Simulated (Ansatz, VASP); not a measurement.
# Cross-check of Sr (Sr(111)) between VASP and Ansatz, part 2 of 3

Aim: how closely do two programs agree when they are given the same cell, functional and k mesh?

VASP 6.6.1 and Ansatz 0.2.0.

So far: Set-up; Ansatz: single point, PBEsol.

### Step 3. VASP: single point, PBEsol

Level of this step: PBEsol; plane waves and PAW (Sr_sv) (VASP).

The same cell, functional, mesh and smearing now go to VASP, with its own data sets and cutoff.

Lines of VASP's logs that name or quote its potential files are left out, and so is its time.

The input, INCAR:

```
SYSTEM = Sr
PREC = Normal
ENCUT = 350
EDIFF = 1E-06
NELM = 120
ISMEAR = 1
SIGMA = 0.1
LREAL = .FALSE.
ALGO = Normal
GGA = PS
NBANDS = 43
LORBIT = 11
LWAVE = .FALSE.
LCHARG = .FALSE.
KPAR = 4
IDIPOL = 3
LDIPOL = .TRUE.
DIPOL = 0.5 0.5 0.5
LVHAR = .TRUE.
LVACPOTAV = .TRUE.
```

The input, POSCAR:

```
Sr
1.0
    4.2992092296      0.0000000000      0.0000000000
    2.1496046148      3.7232244090      0.0000000000
    0.0000000000      0.0000000000     29.0617378200
Sr
7
Direct
    0.0000000000      0.0000000000      0.1376380182
    0.3333333333      0.3333333333      0.2584253455
    0.6666666667      0.6666666667      0.3792126727
    0.0000000000      0.0000000000      0.5000000000
    0.3333333333      0.3333333333      0.6207873273
    0.6666666667      0.6666666667      0.7415746545
    0.0000000000      0.0000000000      0.8623619818
```

The input, KPOINTS:

```
Automatic mesh
0
Gamma
9 9 1
0 0 0
```

Potentials, in the order of the species: Sr_sv (PBE family, release 64).

Run with:

```sh
$ mpirun -np 4 vasp_std
```

Numbers of over 12 decimals in the logs are rounded to 6 here.

Log:

```text
[banner, memory and clock lines left out]
running    4 mpi-ranks, on    1 nodes
 distrk:  each k-point on    1 cores,    4 groups
 distr:  one band on    1 cores,    1 groups

 POSCAR found type information on POSCAR Sr
 POSCAR found :  1 types and       7 ions
|                                                                             |
|               ----> ADVICE to this user running VASP <----                  |
|                                                                             |
|     You enforced a specific xc type in the INCAR file but a different       |
|     [... a line on the potential file left out ...]
|     I HOPE YOU KNOW WHAT YOU ARE DOING!                                     |
|                                                                             |

 LDA part: xc-table for (Slater+PW92), standard interpolation
 POSCAR, INCAR and KPOINTS ok, starting setup
 FFT: planning ... GRIDC
 FFT: planning ... GRID_SOFT
 FFT: planning ... GRID
 WAVECAR not read
 entering main loop
       N       E                     dE             d eps       ncg     rms          rms(c)
DAV:   1     0.385336406522E+03    0.38534E+03   -0.27578E+04  1280   0.100E+03
DAV:   2     0.302154512976E+02   -0.35512E+03   -0.34949E+03  1175   0.274E+02
DAV:   3    -0.777708968472E+01   -0.37993E+02   -0.37674E+02  1472   0.559E+01
DAV:   4    -0.124577103480E+02   -0.46806E+01   -0.46551E+01  1720   0.202E+01
DAV:   5    -0.126929214612E+02   -0.23521E+00   -0.23477E+00  1557   0.372E+00    0.322E+01
DAV:   6    -0.157326365689E+02   -0.30397E+01   -0.34697E+01  1693   0.123E+01    0.311E+01
DAV:   7    -0.201681291087E+02   -0.44355E+01   -0.16412E+02  1393   0.110E+01    0.345E+01
DAV:   8    -0.132135266747E+02    0.69546E+01   -0.51680E+01  1297   0.837E+00    0.158E+01
DAV:   9    -0.124970893820E+02    0.71644E+00   -0.66245E+00  1504   0.372E+00    0.949E+00
DAV:  10    -0.123076773202E+02    0.18941E+00   -0.86565E-01  1448   0.144E+00    0.707E+00
DAV:  11    -0.121821774320E+02    0.12550E+00   -0.18738E-01  1528   0.696E-01    0.547E+00
DAV:  12    -0.121148830914E+02    0.67294E-01   -0.79265E-02  1456   0.734E-01    0.421E+00
DAV:  13    -0.120280998833E+02    0.86783E-01   -0.42164E-01  1432   0.112E+00    0.798E-01
DAV:  14    -0.120331132890E+02   -0.50134E-02   -0.33253E-02  1341   0.337E-01    0.898E-01
DAV:  15    -0.120342770792E+02   -0.11638E-02   -0.20288E-03  1432   0.111E-01    0.101E+00
DAV:  16    -0.120316745866E+02    0.26025E-02   -0.10414E-02  1344   0.260E-01    0.281E-01
DAV:  17    -0.120318374265E+02   -0.16284E-03   -0.41553E-03  1488   0.167E-01    0.435E-01
DAV:  18    -0.120318901255E+02   -0.52699E-04   -0.43188E-04  1448   0.505E-02    0.473E-01
DAV:  19    -0.120318159835E+02    0.74142E-04   -0.43454E-04  1320   0.594E-02    0.273E-01
DAV:  20    -0.120318116237E+02    0.43598E-05   -0.46325E-04  1336   0.576E-02    0.731E-02
DAV:  21    -0.120318543162E+02   -0.42693E-04   -0.95985E-05  1448   0.272E-02    0.768E-02
DAV:  22    -0.120318730937E+02   -0.18777E-04   -0.67471E-05  1376   0.167E-02    0.642E-02
DAV:  23    -0.120318917378E+02   -0.18644E-04   -0.78482E-05  1224   0.141E-02    0.405E-02
DAV:  24    -0.120318907908E+02    0.94695E-06   -0.40576E-06  1040   0.374E-03
|                                                                             |
|           W    W    AA    RRRRR   N    N  II  N    N   GGGG   !!!           |
|           W    W   A  A   R    R  NN   N  II  NN   N  G    G  !!!           |
|           W    W  A    A  R    R  N N  N  II  N N  N  G       !!!           |
|           W WW W  AAAAAA  RRRRR   N  N N  II  N  N N  G  GGG   !            |
|           WW  WW  A    A  R   R   N   NN  II  N   NN  G    G                |
|           W    W  A    A  R    R  N    N  II  N    N   GGGG   !!!           |
|                                                                             |
|     The minimum charge density times volume of the cell along the axis      |
|     of the dipole correction is larger 1E-1, which could mean that your     |
|     workfunction is not accurate as there is no field free region in        |
|     your cell. Please consider either increasing the size of your cell      |
|     along the dipole correction (vacuum dimension) or perhaps               |
|     increasing the precision of your calculation.                           |
|                                                                             |

|                                                                             |
|           W    W    AA    RRRRR   N    N  II  N    N   GGGG   !!!           |
|           W    W   A  A   R    R  NN   N  II  NN   N  G    G  !!!           |
|           W    W  A    A  R    R  N N  N  II  N N  N  G       !!!           |
|           W WW W  AAAAAA  RRRRR   N  N N  II  N  N N  G  GGG   !            |
|           WW  WW  A    A  R   R   N   NN  II  N   NN  G    G                |
|           W    W  A    A  R    R  N    N  II  N    N   GGGG   !!!           |
|                                                                             |
|     Did not find any points to average over, which means that no vacuum     |
|     field-free region was found. Please increase the size of  your cell     |
|     in the dimension of the dipole correction to obtain accurate            |
|     workfunction values.                                                    |
|                                                                             |

   1 F= -.12031891E+02 E0= -.12031568E+02  d E =-.968590E-03
|                                                                             |
|           W    W    AA    RRRRR   N    N  II  N    N   GGGG   !!!           |
|           W    W   A  A   R    R  NN   N  II  NN   N  G    G  !!!           |
|           W    W  A    A  R    R  N N  N  II  N N  N  G       !!!           |
|           W WW W  AAAAAA  RRRRR   N  N N  II  N  N N  G  GGG   !            |
|           WW  WW  A    A  R   R   N   NN  II  N   NN  G    G                |
|           W    W  A    A  R    R  N    N  II  N    N   GGGG   !!!           |
|                                                                             |
|     The minimum charge density times volume of the cell along the axis      |
|     of the dipole correction is larger 1E-1, which could mean that your     |
|     workfunction is not accurate as there is no field free region in        |
|     your cell. Please consider either increasing the size of your cell      |
|     along the dipole correction (vacuum dimension) or perhaps               |
|     increasing the precision of your calculation.                           |
|                                                                             |

|                                                                             |
|           W    W    AA    RRRRR   N    N  II  N    N   GGGG   !!!           |
|           W    W   A  A   R    R  NN   N  II  NN   N  G    G  !!!           |
|           W    W  A    A  R    R  N N  N  II  N N  N  G       !!!           |
|           W WW W  AAAAAA  RRRRR   N  N N  II  N  N N  G  GGG   !            |
|           WW  WW  A    A  R   R   N   NN  II  N   NN  G    G                |
|           W    W  A    A  R    R  N    N  II  N    N   GGGG   !!!           |
|                                                                             |
|     Did not find any points to average over, which means that no vacuum     |
|     field-free region was found. Please increase the size of  your cell     |
|     in the dimension of the dipole correction to obtain accurate            |
|     workfunction values.                                                    |
|                                                                             |
```

Parts of OUTCAR (step 3):

```text
ion  position               nearest neighbor table
   1  0.000  0.000  0.138-   2 4.30   2 4.30   2 4.30
   2  0.333  0.333  0.258-   3 4.30   3 4.30   3 4.30   1 4.30   1 4.30   1 4.30
   3  0.667  0.667  0.379-   2 4.30   2 4.30   2 4.30   4 4.30   4 4.30   4 4.30
   4  0.000  0.000  0.500-   3 4.30   5 4.30   3 4.30   5 4.30   3 4.30   5 4.30
   5  0.333  0.333  0.621-   6 4.30   6 4.30   6 4.30   4 4.30   4 4.30   4 4.30
   6  0.667  0.667  0.742-   5 4.30   5 4.30   5 4.30   7 4.30   7 4.30   7 4.30
   7  0.000  0.000  0.862-   6 4.30   6 4.30   6 4.30

  LATTYP: Found a hexagonal cell.
 ALAT       =     4.2992092296
 C/A-ratio  =     6.7597868045

 Subroutine GETGRP returns: Found 12 space group operations
 (whereof 12 operations were pure point group operations)

The static configuration has the point symmetry D_3d.

 Found     12 irreducible k-points:

   k-points           NKPTS =     12   k-points in BZ     NKDIM =     12   number of bands    NBANDS=     43

   dimension x,y,z NGX =    20 NGY =   20 NGZ =  140
   dimension x,y,z NGXF=    40 NGYF=   40 NGZF=  280

   ENCUT  =  350.0 eV  25.72 Ry    5.07 a.u.   6.56  6.56 44.33*2*pi/ulx,y,z

   NELECT =      70.0000    total number of electrons

 k-points in reciprocal lattice and weights: Automatic mesh
   0.00000000  0.00000000  0.00000000       0.012
   0.11111111  0.00000000  0.00000000       0.074
   0.22222222  0.00000000  0.00000000       0.074
   0.33333333  0.00000000  0.00000000       0.074
   0.44444444  0.00000000  0.00000000       0.074
   0.22222222  0.11111111  0.00000000       0.074
   0.33333333  0.11111111  0.00000000       0.148
   0.44444444  0.11111111  0.00000000       0.148
  -0.44444444  0.11111111  0.00000000       0.074
   0.44444444  0.22222222  0.00000000       0.074
  -0.44444444  0.22222222  0.00000000       0.148
  -0.33333333  0.33333333  0.00000000       0.025

 dipolmoment           0.000000      0.000000     -0.000000 electrons x Angstroem

 average (electrostatic) potential at core
       1 -41.8483       2 -41.4605       3 -41.4782       4 -41.4807       5 -41.4782
       6 -41.4605       7 -41.8483

 E-fermi :   0.9077

 k-point     1 :       0.0000    0.0000    0.0000
  band No.  band energies     occupation
    ...
     32      -1.8412      2.00000
     33      -1.3929      2.00000
     34      -0.8746      2.00000
     35      -0.4664      2.00000
     36       0.8671      1.62796
     37       0.9932     -0.00583
     38       1.5401     -0.00000
     39       1.5688     -0.00000
     40       2.1229     -0.00000
     41       2.3537     -0.00000
    ...

 k-point     2 :       0.1111    0.0000    0.0000
  band No.  band energies     occupation
    ...
     32      -1.6777      2.00000
     33      -1.2319      2.00000
     34      -0.7107      2.00000
     35      -0.2960      2.00000
     36       0.9344      0.56491
     37       0.9853      0.03244
     38       1.5511     -0.00000
     39       1.5957     -0.00000
     40       2.1070     -0.00000
     41       2.3034     -0.00000
    ...

 k-point     3 :       0.2222    0.0000    0.0000
  band No.  band energies     occupation
    ...
     31      -1.6050      2.00000
     32      -1.2209      2.00000
     33      -0.7881      2.00000
     34      -0.2691      2.00000
     35       0.1544      2.00000
     36       0.9797      0.06613
     37       1.1141     -0.01293
     38       1.5399     -0.00000
     39       1.6897     -0.00000
     40       1.9270     -0.00000
    ...

  Total       -1.7909839     -1.7909839     -3.0386720     -0.0000000      0.0000000      0.0000000
  in kB       -6.1684053     -6.1684053    -10.4656217     -0.0000000      0.0000000      0.0000000
  external PRESSURE =      -7.6008107 kB  Pullay stress =       0.0000000 kB

  energy-cutoff  :      350.00
  volume of cell :      465.19
      direct lattice vectors                 reciprocal lattice vectors
     4.299209230  0.000000000  0.000000000     0.232600915 -0.134292201  0.000000000
     2.149604615  3.723224409  0.000000000     0.000000000  0.268584402  0.000000000
     0.000000000  0.000000000 29.061737820     0.000000000  0.000000000  0.034409505

 POSITION                                       TOTAL-FORCE (eV/Angst)
 -----------------------------------------------------------------------------------
      0.00000      0.00000      4.00000        -0.000000     -0.000000      0.146649
      2.14960      1.24107      7.51029        -0.000000     -0.000000     -0.045406
      4.29921      2.48215     11.02058         0.000000      0.000000     -0.009244
      0.00000      0.00000     14.53087         0.000000     -0.000000      0.000000
      2.14960      1.24107     18.04116        -0.000000     -0.000000      0.009244
      4.29921      2.48215     21.55145         0.000000      0.000000      0.045406
      0.00000      0.00000     25.06174         0.000000      0.000000     -0.146649
 -----------------------------------------------------------------------------------
    total drift:                                0.000000     -0.000000      0.000000

  FREE ENERGIE OF THE ION-ELECTRON SYSTEM (eV)
  ---------------------------------------------------
  free  energy   TOTEN  =       -12.0318907908 eV

  energy  without entropy=      -12.0309222012  energy(sigma->0) =      -12.03156793

 total charge
# of ion       s       p       d       tot
------------------------------------------
    1        2.071   5.668   0.113   7.853
    2        2.064   5.676   0.128   7.869
    3        2.064   5.677   0.128   7.869
    4        2.064   5.678   0.127   7.869
    5        2.064   5.677   0.128   7.869
    6        2.064   5.676   0.128   7.869
    7        2.071   5.668   0.113   7.853
--------------------------------------------------
tot         14.463  39.720   0.867  55.050

[... 3 further parts left out ...]
```

### Step 4. Side by side

Known differences besides the potentials themselves: the cutoff is 420 eV in Ansatz and 350 eV in VASP (PREC = Normal); Ansatz makes its cores anew for this functional, VASP keeps those of its PBE data sets; VASP leaves aspherical gradient terms in its spheres out (LASPH is not set), Ansatz keeps them. Total energies have different zeros and are not compared.

The two programs side by side:

| quantity | Ansatz | VASP | difference |
| --- | --- | --- | --- |
| work function, lower of the two faces (eV) | 2.57 | 2.31 | +0.27 |
| work function, higher of the two faces (eV) | 2.57 | 2.39 | +0.18 |

Forces (eV/Å; atoms numbered as in POSCAR):

| atom | Ansatz x, y, z | VASP x, y, z |
| --- | --- | --- |
| Sr1 | 0.000, 0.000, 0.147 | 0.000, 0.000, 0.147 |
| Sr2 | 0.000, 0.000, -0.046 | 0.000, 0.000, -0.045 |
| Sr3 | 0.000, 0.000, -0.009 | 0.000, 0.000, -0.009 |
| Sr4 | 0.000, 0.000, 0.000 | 0.000, 0.000, 0.000 |
| Sr5 | 0.000, 0.000, 0.009 | 0.000, 0.000, 0.009 |
| Sr6 | 0.000, 0.000, 0.046 | 0.000, 0.000, 0.045 |
| Sr7 | 0.000, 0.000, -0.147 | 0.000, 0.000, -0.147 |

The forces differ by 0.2 meV/Å r.m.s., which is 0.4 % of the r.m.s. force of 0.05 eV/Å (both taken over all components). VASP's log warns that it found no field-free region in the vacuum, so its work functions are uncertain. VASP's last cycles still show a density residual of 4e-03, so its state may not be settled.

### Step 5. Ansatz: single point, LDA

A single point gives forces, pressure and levels at one fixed geometry, so differences don't come from the geometry; what else differs is listed under the comparison. The cell compared in this pair holds 625.26 Å³, against 465.19 Å³ for the pair before.

The input, input.yaml:

```yaml
crystal:
  lattice:
    - [4.2992092296, 0.0, 0.0]
    - [2.1496046148, 3.723224409, 0.0]
    - [0.0, 0.0, 39.06173782]
  atoms:
    - { symbol: Sr, position: [0.0, 0.0, 0.2304044956] }
    - { symbol: Sr, position: [0.3333333333, 0.3333333333, 0.3202696637] }
    - { symbol: Sr, position: [0.6666666667, 0.6666666667, 0.4101348319] }
    - { symbol: Sr, position: [0.0, 0.0, 0.5] }
    - { symbol: Sr, position: [0.3333333333, 0.3333333333, 0.5898651681] }
    - { symbol: Sr, position: [0.6666666667, 0.6666666667, 0.6797303363] }
    - { symbol: Sr, position: [0.0, 0.0, 0.7695955044] }
hamiltonian:
  xc: lda
  pseudopotentials: { kind: paw }
kpoints:
  mp_grid: { grid: [9, 9, 1] }
scf:
  occupations: { method: methfessel_paxton, width: 0.1 }
  n_extra_bands: 5
efield:
  axis: 3
  dipole_correction: true
  ramp_width: 0.04
output:
  forces: true
  eigenvalues: true
```

Run with:

```sh
$ ansatz run input.yaml --threads 4 --pin off --max-ram 9216MiB --backend cpu --events-out ev --progress --plain --runs-dir out
```

Log:

```text
[...]
Crystal: 7 atoms, lattice volume = 625.258 Å³
Basis set: ecut = 420 eV, 12185 PW (Γ)
Bands: 40, of which v1, the nominal top of the filled ones, is band 35 counted from 1 (34 counted from 0)
Symmetry: 6 space group operations
k-points: 12 of 81 (time reversal used)
[...]
k-point 0: bands = [... 31 lower, -0.7034, -0.2376, 0.2524, 0.6760, 2.1121, 2.2356, 2.4928, 2.7828, ... 1 higher]
  k-point 1: bands = [... 31 lower, -0.5391, -0.0751, 0.4167, 0.8501, 2.1135, 2.2700, 2.5312, 2.8072, ... 1 higher]
  k-point 2: bands = [... 31 lower, -0.0802, 0.3718, 0.8594, 1.3126, 2.1181, 2.3587, 2.6227, 2.8305, ... 1 higher]
  k-point 11: bands = [... 31 lower, 1.9045, 1.9045, 2.0083, 2.0718, 2.0718, 2.1097, 2.2180, 2.2180, ... 1 higher]
[key lines of the parts left out:]
SCF converged after 9 iterations
Free energy (F): -24109.127357 eV
Fermi energy:    2.070442 eV
Dipole field:    D = -0.000001 V/Å  (p = -0.000004 e·Å, saw-weighted, corrected)
Work function:   Φ+ = 2.6843 eV   Φ− = 2.6843 eV
```

Elapsed: 10 s, on 4 threads of Arm Neoverse V2, shared host; peak memory 0.88 GiB.

### Step 6. VASP: single point, LDA

The same cell, functional (in two slightly different forms), mesh and smearing now go to VASP, with its own data sets and cutoff.

Changes to INCAR since step 3:

```diff
@@ -9,3 +9,3 @@
 ALGO = Normal
-GGA = PS
+GGA = CA
 NBANDS = 43
```

The input, POSCAR:

```
Sr
1.0
    4.2992092296      0.0000000000      0.0000000000
    2.1496046148      3.7232244090      0.0000000000
    0.0000000000      0.0000000000     39.0617378200
Sr
7
Direct
    0.0000000000      0.0000000000      0.2304044956
    0.3333333333      0.3333333333      0.3202696637
    0.6666666667      0.6666666667      0.4101348319
    0.0000000000      0.0000000000      0.5000000000
    0.3333333333      0.3333333333      0.5898651681
    0.6666666667      0.6666666667      0.6797303363
    0.0000000000      0.0000000000      0.7695955044
```

KPOINTS is that of step 3.

Run with:

```sh
$ mpirun -np 4 vasp_std
```

Log:

```text
[banner, memory and clock lines left out]
running    4 mpi-ranks, on    1 nodes
[...]
[... a notice as in an earlier step ...]

 LDA part: xc-table for (Slater(with rela. corr.)+CA(PZ))
 , standard interpolation
 POSCAR, INCAR and KPOINTS ok, starting setup
[...]
entering main loop
       N       E                     dE             d eps       ncg     rms          rms(c)
DAV:   1     0.354439517528E+03    0.35444E+03   -0.27835E+04  1416   0.957E+02
DAV:   2     0.299521932153E+02   -0.32449E+03   -0.31917E+03  1170   0.260E+02
DAV:   3    -0.773874067897E+01   -0.37691E+02   -0.37344E+02  1479   0.519E+01
DAV:   4    -0.128597730638E+02   -0.51210E+01   -0.50904E+01  1752   0.200E+01
[...]
DAV:  35    -0.124940334585E+02   -0.26744E-05   -0.37116E-07   690   0.128E-03    0.196E-03
DAV:  36    -0.124940353860E+02   -0.19276E-05   -0.82252E-08   657   0.896E-04    0.144E-03
DAV:  37    -0.124940362574E+02   -0.87132E-06   -0.42224E-08   646   0.598E-04
 [... a notice as in an earlier step ...]

   1 F= -.12494036E+02 E0= -.12494551E+02  d E =0.154369E-02
```

OUTCAR, selected parts (step 6):

```text
  Total       -3.6656552     -3.6656552     -4.1849004      0.0000000      0.0000000     -0.0000000
  in kB       -9.3929679     -9.3929679    -10.7234949      0.0000000      0.0000000     -0.0000000
  external PRESSURE =      -9.8364769 kB  Pullay stress =       0.0000000 kB

 POSITION                                       TOTAL-FORCE (eV/Angst)
 -----------------------------------------------------------------------------------
      0.00000      0.00000      9.00000         0.000000      0.000000      0.233104
      2.14960      1.24107     12.51029        -0.000000      0.000000     -0.050549
      4.29921      2.48215     16.02058        -0.000000     -0.000000     -0.008861
      0.00000      0.00000     19.53087         0.000000      0.000000      0.000000
      2.14960      1.24107     23.04116         0.000000      0.000000      0.008861
      4.29921      2.48215     26.55145        -0.000000     -0.000000      0.050549
      0.00000      0.00000     30.06174        -0.000000     -0.000000     -0.233104
 -----------------------------------------------------------------------------------
    total drift:                                0.000000      0.000000      0.000000

  FREE ENERGIE OF THE ION-ELECTRON SYSTEM (eV)
  ---------------------------------------------------
  free  energy   TOTEN  =       -12.4940362574 eV

  energy  without entropy=      -12.4955799446  energy(sigma->0) =      -12.49455082

[... 1 part as in an earlier step ...]

[... 2 further parts left out ...]
[key lines of the parts left out:]
E-fermi :  -0.0759
```

The PAW data sets were made with PBE, though LDA sets exist; this is a small mismatch.

(Continued in part 3 of 3.)

[Lines on the potential files, build, host, timing and source positions are cut from VASP's logs without a mark.]

[Logs are printed without paths, hosts, clocks, repeated set-up lines and the standing remarks that a program may print on its own settings, such as how far it seeks lower states.]

[Hosts, paths, dates, database ids (printed as entryN), source tags and the programs' standing remarks are cut or masked in the printed files.]

[VASP's PBE data sets in a run with another functional are called a small mismatch above; for pressures it isn't always small: they can move by 1 GPa and more.]
